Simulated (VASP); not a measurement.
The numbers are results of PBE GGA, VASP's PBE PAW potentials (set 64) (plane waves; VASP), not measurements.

VASP input:

**POSCAR**
```
SiGe
1
    3.7450010000     0.0000000000     0.0000000000
   -1.8725000000     3.2432660000     0.0000000000
    0.0000000000     0.0000000000     5.2196140000
Ge Si
2 2
Direct
  0.0000000000   0.0000000000   0.0000000000
  0.0000000000   0.0000000000   0.5000000000
  0.3333330000   0.6666670000   0.2500000000
  0.6666670000   0.3333330000   0.7500000000
```

KPOINTS:
```
K-points
0
gamma
  9 9 6
0 0 0
```

### INCAR
```
SYSTEM = SiGe
PREC = Accurate; ENCUT = 400; LREAL = .FALSE.
LASPH = .TRUE.
EDIFF = 1E-6; NELM = 100; ALGO = Normal
LMAXMIX = 4
ISMEAR = 1; SIGMA = 0.1
GGA = PE
ISIF = 2
LWAVE = .FALSE.; LCHARG = .FALSE.
```

POTCAR, in this order: Ge_d Si (PBE.64 set). Program: vasp_std.

Output

### OSZICAR
```
       N       E                     dE             d eps       ncg     rms          rms(c)
DAV:   1     0.230075902314E+03    0.23008E+03   -0.15818E+04  2346   0.338E+03
DAV:   2     0.161728341457E+02   -0.21390E+03   -0.20923E+03  2166   0.629E+02
DAV:   3    -0.163076558923E+02   -0.32480E+02   -0.32151E+02  2568   0.154E+02
DAV:   4    -0.173345975401E+02   -0.10269E+01   -0.10238E+01  2508   0.316E+01
DAV:   5    -0.173577275616E+02   -0.23130E-01   -0.23119E-01  2614   0.480E+00    0.515E+00
DAV:   6    -0.172942222390E+02    0.63505E-01   -0.28486E-02  2928   0.281E+00    0.301E+00
DAV:   7    -0.172558018182E+02    0.38420E-01   -0.28831E-02  2922   0.246E+00    0.177E-01
DAV:   8    -0.172557182707E+02    0.83548E-04   -0.35540E-03  2884   0.105E+00    0.828E-02
DAV:   9    -0.172557895074E+02   -0.71237E-04   -0.19774E-04  2680   0.140E-01    0.260E-02
DAV:  10    -0.172557991275E+02   -0.96200E-05   -0.20172E-05  2608   0.493E-02    0.670E-03
DAV:  11    -0.172557997621E+02   -0.63462E-06   -0.32898E-06  2022   0.133E-02
   1 F= -.17255800E+02 E0= -.17255954E+02  d E =0.462206E-03
```

File OUTCAR:
```
------------------------ aborting loop because EDIFF is reached ----------------------------------------
  FORCE on cell =-STRESS in cart. coord.  units (eV):
  Direction    XX          YY          ZZ          XY          YZ          ZX
  --------------------------------------------------------------------------------------
  Total        5.5730570      5.5730570     11.5119845      0.0000009      0.0000000      0.0000000
  in kB      140.8416728    140.8416725    290.9295831      0.0000217      0.0000000      0.0000000
  external PRESSURE =     190.8709761 kB  Pullay stress =       0.0000000 kB
  volume of cell :       63.40
      direct lattice vectors                 reciprocal lattice vectors
     3.745001000  0.000000000  0.000000000     0.267022626  0.154165544  0.000000000
    -1.872500000  3.243266000  0.000000000     0.000000000  0.308331170  0.000000000
     0.000000000  0.000000000  5.219614000     0.000000000  0.000000000  0.191585048
 POSITION                                       TOTAL-FORCE (eV/Angst)
 -----------------------------------------------------------------------------------
      0.00000      0.00000      0.00000         0.000000      0.000000      0.000000
      0.00000      0.00000      2.60981        -0.000000      0.000000      0.000000
     -0.00000      2.16218      1.30490        -0.000000      0.000000     -0.000000
      1.87250      1.08109      3.91471         0.000000     -0.000000     -0.000000
 -----------------------------------------------------------------------------------
    total drift:                                0.000000     -0.000000      0.000000
  FREE ENERGIE OF THE ION-ELECTRON SYSTEM (eV)
  ---------------------------------------------------
  free  energy   TOTEN  =       -17.2557997621 eV

  energy  without entropy=      -17.2562619680  energy(sigma->0) =      -17.25595383
```
(Selected blocks of OUTCAR.)

The structure was generated: SiGe was put into the NiAs type (P6_3/mmc), which need not be its known phase. The cell was not relaxed at this level.
